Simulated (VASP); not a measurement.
Calculation: vdW-DF-cx, VASP's PBE PAW potentials (set 64) (plane waves; VASP 6.6.1).

The input files of a VASP run:

File POSCAR:
```
Au
1
    0.0000000000     2.0049983313     2.0049983313
    2.0049983313     0.0000000000     2.0049983313
    2.0049983313     2.0049983313     0.0000000000
Au
1
Direct
  0.0000000000   0.0000000000   0.0000000000
```

### KPOINTS
```
Automatic mesh
0
Gamma
15 15 15
0 0 0
```

### INCAR
```
SYSTEM=Au
PREC=Accurate; ENCUT=520; LREAL=.FALSE.
LASPH=.TRUE.
EDIFF=1E-7; NELM=100; ALGO=Normal
LMAXMIX=6
ISMEAR=1; SIGMA=0.1
GGA=CX; LUSE_VDW=.TRUE.; AGGAC=0.0
ISIF=2
LWAVE=.FALSE.; LCHARG=.FALSE.
```

POTCAR, in this order: Au (PBE.64 set). Program: vasp_std.

What VASP printed:

File OUTCAR:
```
 ion  position               nearest neighbor table
   1  0.000  0.000  0.000-
  LATTYP: Found a face centered cubic cell.
 ALAT       =     4.0099966626
 Subroutine PRICEL returns:
 Original cell was already a primitive cell.
 Subroutine GETGRP returns: Found 48 space group operations
The static configuration has the point symmetry O_h .
The dynamic configuration has the point symmetry O_h .
 Subroutine INISYM returns: Found 48 space group operations
 Subroutine IBZKPT returns following result:
 Found    120 irreducible k-points:

 Following reciprocal coordinates:
            Coordinates               Weight
  0.000000  0.000000  0.000000      1.000000
  0.066667  0.000000  0.000000      8.000000
  0.133333  0.000000  0.000000      8.000000
  0.200000  0.000000  0.000000      8.000000
  0.266667  0.000000  0.000000      8.000000
  0.333333  0.000000  0.000000      8.000000
  0.400000  0.000000  0.000000      8.000000
  0.466667  0.000000  0.000000      8.000000
  0.066667  0.066667  0.000000      6.000000
  0.133333  0.066667  0.000000     24.000000
  0.200000  0.066667  0.000000     24.000000
  0.266667  0.066667  0.000000     24.000000
  0.333333  0.066667  0.000000     24.000000
  0.400000  0.066667  0.000000     24.000000
  0.466667  0.066667  0.000000     24.000000
 -0.466667  0.066667  0.000000     24.000000
 -0.400000  0.066667  0.000000     24.000000
 -0.333333  0.066667  0.000000     24.000000
 -0.266667  0.066667  0.000000     24.000000
 -0.200000  0.066667  0.000000     24.000000
 -0.133333  0.066667  0.000000     24.000000
 -0.066667  0.066667  0.000000     12.000000
  0.133333  0.133333  0.000000      6.000000
  0.200000  0.133333  0.000000     24.000000
  0.266667  0.133333  0.000000     24.000000
...
```

### OSZICAR
```
       N       E                     dE             d eps       ncg     rms          rms(c)
DAV:   1     0.449748844130E+02    0.44975E+02   -0.59143E+03  2320   0.110E+03
DAV:   2    -0.811648263496E+00   -0.45787E+02   -0.43057E+02  2261   0.201E+02
DAV:   3    -0.117635222157E+01   -0.36470E+00   -0.36407E+00  2577   0.191E+01
DAV:   4    -0.117725105585E+01   -0.89883E-03   -0.89881E-03  2463   0.982E-01
DAV:   5    -0.117725621667E+01   -0.51608E-05   -0.51615E-05  2455   0.723E-02    0.112E+01
DAV:   6    -0.896605410491E+00    0.28065E+00   -0.84394E-01  2207   0.914E+00    0.683E+00
DAV:   7    -0.870617014007E+00    0.25988E-01   -0.10249E-01  2302   0.312E+00    0.291E+00
DAV:   8    -0.867533736174E+00    0.30833E-02   -0.32518E-03  2294   0.647E-01    0.285E-01
DAV:   9    -0.867522480952E+00    0.11255E-04   -0.12337E-05  2363   0.419E-02    0.119E-02
DAV:  10    -0.867526640069E+00   -0.41591E-05   -0.18496E-06  2431   0.164E-02    0.108E-03
DAV:  11    -0.867526647781E+00   -0.77122E-08   -0.42175E-08  1564   0.209E-03
   1 F= -.86752665E+00 E0= -.86744586E+00  d E =-.242368E-03
```

File OUTCAR:
```
------------------------ aborting loop because EDIFF is reached ----------------------------------------
  FORCE on cell =-STRESS in cart. coord.  units (eV):
  Direction    XX          YY          ZZ          XY          YZ          ZX
  --------------------------------------------------------------------------------------
  Total        1.2578991      1.2578991      1.2578991     -0.0000000      0.0000000      0.0000000
  in kB      125.0213998    125.0213998    125.0213998     -0.0000000      0.0000000      0.0000000
  external PRESSURE =     125.0213998 kB  Pullay stress =       0.0000000 kB
  volume of cell :       16.12
      direct lattice vectors                 reciprocal lattice vectors
     0.000000000  2.004998331  2.004998331    -0.249376766  0.249376766  0.249376766
     2.004998331  0.000000000  2.004998331     0.249376766 -0.249376766  0.249376766
     2.004998331  2.004998331  0.000000000     0.249376766  0.249376766 -0.249376766
 POSITION                                       TOTAL-FORCE (eV/Angst)
 -----------------------------------------------------------------------------------
      0.00000      0.00000      0.00000         0.000000      0.000000      0.000000
 -----------------------------------------------------------------------------------
    total drift:                               -0.000000      0.000000      0.000000
  FREE ENERGIE OF THE ION-ELECTRON SYSTEM (eV)
  ---------------------------------------------------
  free  energy   TOTEN  =        -0.8675266478 eV

  energy  without entropy=       -0.8672842793  energy(sigma->0) =       -0.86744586
```
(Selected blocks of OUTCAR.)

File OUTCAR:
```
 val. band max:       10.4789709489   @ k =   0.4667   0.2667   0.0000

 cond. band min:      10.4924736136   @ k =   0.4667   0.3333   0.0000


 Fermi energy:        10.4817220177

 k-point     1 :       0.0000    0.0000    0.0000
  band No.  band energies     occupation
      1      -0.2142      2.00000
      2       5.2826      2.00000
      3       5.2826      2.00000
      4       5.2826      2.00000
      5       6.9583      2.00000
      6       6.9583      2.00000
      7      24.7842      0.00000
      8      29.0280      0.00000
      9      29.0280      0.00000

 k-point     2 :       0.0667    0.0000    0.0000
  band No.  band energies     occupation
      1      -0.0510      2.00000
      2       5.2258      2.00000
      3       5.3406      2.00000
      4       5.3406      2.00000
      5       6.9309      2.00000
      6       6.9309      2.00000
      7      24.9923      0.00000
      8      28.0600      0.00000
      9      29.2388      0.00000

 k-point     3 :       0.1333    0.0000    0.0000
  band No.  band energies     occupation
      1       0.4184      2.00000
      2       5.0941      2.00000
      3       5.4809      2.00000
      4       5.4809      2.00000
      5       6.8878      2.00000
      6       6.8878      2.00000
      7      25.3945      0.00000
      8      26.2351      0.00000
      9      29.8263      0.00000

 k-point     4 :       0.2000    0.0000    0.0000
  band No.  band energies     occupation
      1       1.1141      2.00000
      2       5.0093      2.00000
      3       5.5929      2.00000
      4       5.5929      2.00000
      5       6.9482      2.00000
      6       6.9482      2.00000
      7      23.6869      0.00000
      8      26.0884      0.00000
      9      30.5954      0.00000

 k-point     5 :       0.2667    0.0000    0.0000
  band No.  band energies     occupation
      1       1.8350      2.00000
      2       5.2131      2.00000
      3       5.5671      2.00000
...
```

Unless said otherwise, spin-orbit coupling is left out, though it shifts the bands of the heavy elements here.

The compound is Au in the fcc structure. This cell is one point of a volume scan, at 0.94 of the reference volume.
